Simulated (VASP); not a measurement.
All values below come from PBEsol GGA, VASP's PBE PAW potentials (set 64) (plane waves; VASP 6.6.1).

A VASP calculation is set up with these files.

KPOINTS:
```
Automatic mesh
0
gamma
 7 7 2
0 0 0
```

### INCAR
```
! general
SYSTEM =Zn4STe3
PREC   =Accurate
ENCUT  =400
LREAL  =.FALSE.
LASPH  =.TRUE.

! electronic loop
EDIFF  =1E-7
NELM   =100
ALGO   =Normal
LMAXMIX=4

! smearing
ISMEAR =-5

! functional
GGA    =PS

! ions
ISIF   =2

! output
LWAVE  =.FALSE.
LCHARG =.TRUE.
LORBIT =11
NEDOS  =601

! other
LEFG   =.TRUE.
```

File POSCAR:
```
Zn4STe3
4.17630
  0.0000000000   0.7071067264   0.7071067264
  0.7071067264   0.0000000000   0.7071067264
  2.8207774442   2.8207774442   0.0076494615
Zn Te S
4 3 1
Cart
  2.7865515241   2.7865515241   0.0418753816
  0.6936760423   0.6936760423   0.0134306840
  2.1276007086   2.1276007086   1.4079329234
  2.8562603522   2.8562603522   1.3863800061
  0.3332869043   0.3332869043   0.3738198220
  1.0597338425   1.0597338425   0.3544796104
  1.7862791208   1.7862791208   0.3350410583
  2.4662358221   2.4662358221   0.3621910836
```

POTCAR, in this order: Zn Te S (PBE.64 set). Program: vasp_std.

Output

File OSZICAR:
```
       N       E                     dE             d eps       ncg     rms          rms(c)
DAV:   1     0.452196216888E+03    0.45220E+03   -0.27235E+04  2752   0.152E+03
DAV:   2     0.241155726743E+02   -0.42808E+03   -0.41722E+03  2801   0.355E+02
DAV:   3    -0.242334779531E+02   -0.48349E+02   -0.47876E+02  3121   0.122E+02
DAV:   4    -0.259501019825E+02   -0.17166E+01   -0.17118E+01  3200   0.218E+01
DAV:   5    -0.259869362130E+02   -0.36834E-01   -0.36826E-01  3514   0.307E+00    0.108E+01
DAV:   6    -0.249049213472E+02    0.10820E+01   -0.36181E+00  3741   0.383E+01    0.816E+00
DAV:   7    -0.249122987917E+02   -0.73774E-02   -0.20257E+00  3015   0.750E+00    0.309E+00
DAV:   8    -0.248958009874E+02    0.16498E-01   -0.12995E-01  3461   0.578E+00    0.704E-01
DAV:   9    -0.248952302725E+02    0.57071E-03   -0.47667E-02  3378   0.400E+00    0.370E-01
DAV:  10    -0.248953777872E+02   -0.14751E-03   -0.82611E-03  3210   0.136E+00    0.264E-01
DAV:  11    -0.248954769874E+02   -0.99200E-04   -0.26066E-03  3519   0.436E-01    0.612E-02
DAV:  12    -0.248955079158E+02   -0.30928E-04   -0.60154E-04  3131   0.326E-01    0.482E-02
DAV:  13    -0.248955109687E+02   -0.30528E-05   -0.59845E-05  3461   0.114E-01    0.334E-02
DAV:  14    -0.248955200379E+02   -0.90693E-05   -0.12763E-05  2971   0.633E-02    0.168E-02
DAV:  15    -0.248955216384E+02   -0.16005E-05   -0.71651E-06  3061   0.429E-02    0.852E-03
DAV:  16    -0.248955217309E+02   -0.92493E-07   -0.25131E-06  3121   0.114E-02    0.366E-03
DAV:  17    -0.248955217190E+02    0.11878E-07   -0.89874E-07  3373   0.824E-03
   1 F= -.24895522E+02 E0= -.24895522E+02  d E =0.000000E+00
```

File OUTCAR:
```
------------------------ aborting loop because EDIFF is reached ----------------------------------------
  FORCE on cell =-STRESS in cart. coord.  units (eV):
  Direction    XX          YY          ZZ          XY          YZ          ZX
  --------------------------------------------------------------------------------------
  Total       -0.0085459     -0.0085459     -0.0085459      0.0546812     -0.0546812     -0.0546812
  in kB       -0.0667292     -0.0667292     -0.0667292      0.4269671     -0.4269671     -0.4269671
  external PRESSURE =      -0.0667292 kB  Pullay stress =       0.0000000 kB
  volume of cell :      205.19
      direct lattice vectors                 reciprocal lattice vectors
     0.000000000  2.953089821  2.953089821    -0.169544073  0.169084299  0.169544073
     2.953089821  0.000000000  2.953089821     0.169084299 -0.169544073  0.169544073
    11.780412840 11.780412840  0.031946446     0.042500962  0.042500962 -0.042500962
 POSITION                                       TOTAL-FORCE (eV/Angst)
 -----------------------------------------------------------------------------------
     11.63748     11.63748      0.17488        -0.005519     -0.005519      0.005519
      2.89700      2.89700      0.05609        -0.000337     -0.000337      0.000337
      8.88550      8.88550      5.87995         0.001568      0.001568     -0.001568
     11.92860     11.92860      5.78994        -0.001407     -0.001407      0.001407
      1.39191      1.39191      1.56118         0.002880      0.002880     -0.002880
      4.42577      4.42577      1.48041         0.006720      0.006720     -0.006720
      7.46004      7.46004      1.39923        -0.002960     -0.002960      0.002960
     10.29974     10.29974      1.51262        -0.000945     -0.000945      0.000945
 -----------------------------------------------------------------------------------
    total drift:                                0.000101      0.000101     -0.000089
  FREE ENERGIE OF THE ION-ELECTRON SYSTEM (eV)
  ---------------------------------------------------
  free  energy   TOTEN  =       -24.8955217190 eV

  energy  without entropy=      -24.8955217190  energy(sigma->0) =      -24.89552172

 total charge

# of ion       s       p       d       tot
------------------------------------------
    1        0.562   0.490   9.770  10.823
    2        0.569   0.477   9.760  10.806
    3        0.569   0.478   9.759  10.806
    4        0.508   0.367   9.778  10.654
    5        1.343   2.098   0.032   3.474
    6        1.344   2.092   0.033   3.470
    7        1.345   2.094   0.032   3.472
    8        1.320   2.343   0.000   3.664
--------------------------------------------------
tot          7.562  10.440  39.166  57.168
```
(Selected blocks of OUTCAR.)

The structure was generated: Zn4STe3 was put into an ordered model structure (R3m), which need not be its known phase. It was relaxed first.
